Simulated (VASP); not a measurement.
OSZICAR of a VASP run on BaCd3O4 (ordered alloy cell):

### OSZICAR
```
       N       E                     dE             d eps       ncg     rms          rms(c)
DAV:   1     0.600643915023E+03    0.60064E+03   -0.36950E+04  1688   0.160E+03
DAV:   2     0.685127179101E+01   -0.59379E+03   -0.57345E+03  1838   0.411E+02
DAV:   3    -0.428360918966E+02   -0.49687E+02   -0.49020E+02  1940   0.121E+02
DAV:   4    -0.441160788651E+02   -0.12800E+01   -0.12763E+01  2216   0.166E+01
DAV:   5    -0.441346378016E+02   -0.18559E-01   -0.18555E-01  2002   0.179E+00    0.196E+01
DAV:   6    -0.344215868136E+02    0.97131E+01   -0.48487E+01  2336   0.673E+01    0.144E+01
DAV:   7    -0.340026222504E+02    0.41896E+00   -0.60777E+00  1904   0.146E+01    0.806E+00
DAV:   8    -0.337436759331E+02    0.25895E+00   -0.23633E+00  1880   0.730E+00    0.298E+00
DAV:   9    -0.336490494920E+02    0.94626E-01   -0.71561E-01  2302   0.375E+00    0.112E+00
DAV:  10    -0.336348262092E+02    0.14223E-01   -0.82785E-02  1892   0.147E+00    0.478E-01
DAV:  11    -0.336323050932E+02    0.25211E-02   -0.23088E-02  1966   0.901E-01    0.219E-01
DAV:  12    -0.336323444911E+02   -0.39398E-04   -0.36416E-03  2060   0.312E-01    0.662E-02
DAV:  13    -0.336324362144E+02   -0.91723E-04   -0.43242E-04  2062   0.107E-01    0.283E-02
DAV:  14    -0.336324528106E+02   -0.16596E-04   -0.70719E-05  1756   0.450E-02    0.140E-02
DAV:  15    -0.336324532060E+02   -0.39543E-06   -0.59339E-06  1852   0.133E-02
   1 F= -.33632453E+02 E0= -.33632145E+02  d E =-.336325E+02
       N       E                     dE             d eps       ncg     rms          rms(c)
DAV:   1    -0.336394802455E+02   -0.70274E-02   -0.15944E-01  1704   0.301E+00    0.640E-01
DAV:   2    -0.336334178175E+02    0.60624E-02   -0.21289E-02  1736   0.102E+00    0.166E-01
DAV:   3    -0.336327775168E+02    0.64030E-03   -0.20532E-03  1996   0.374E-01    0.175E-01
DAV:   4    -0.336326855530E+02    0.91964E-04   -0.22153E-04  2118   0.808E-02    0.114E-01
DAV:   5    -0.336326450968E+02    0.40456E-04   -0.99396E-05  2368   0.513E-02    0.276E-02
DAV:   6    -0.336326379472E+02    0.71496E-05   -0.28605E-05  2084   0.271E-02    0.783E-03
DAV:   7    -0.336326361598E+02    0.17874E-05   -0.42801E-06  1514   0.124E-02    0.269E-03
DAV:   8    -0.336326359038E+02    0.25600E-06   -0.68898E-07   922   0.593E-03
   2 F= -.33632636E+02 E0= -.33632329E+02  d E =-.182698E-03
```

Task: Which electronic solver shows in the log?

Result: It is blocked Davidson (ALGO = Normal, or the opening steps of other solvers). The INCAR had ALGO = Normal.

Task: Can the final energy be trusted as converged?

Result: The calculation finished and met its thresholds. It stopped with EDIFF = 1E-6, NELM = 100, NSW = 60 and EDIFFG = -0.02 after 2 ionic steps (PBE GGA, plane waves, VASP's PBE PAW potentials (set 64)).

The structure was generated: BaCd3O4 was put into an ordered model structure (Pm-3m), which need not be its known phase. This run relaxes it. Symmetry was kept, so distortions that lower it aren't found. The start is the result of an earlier pass.
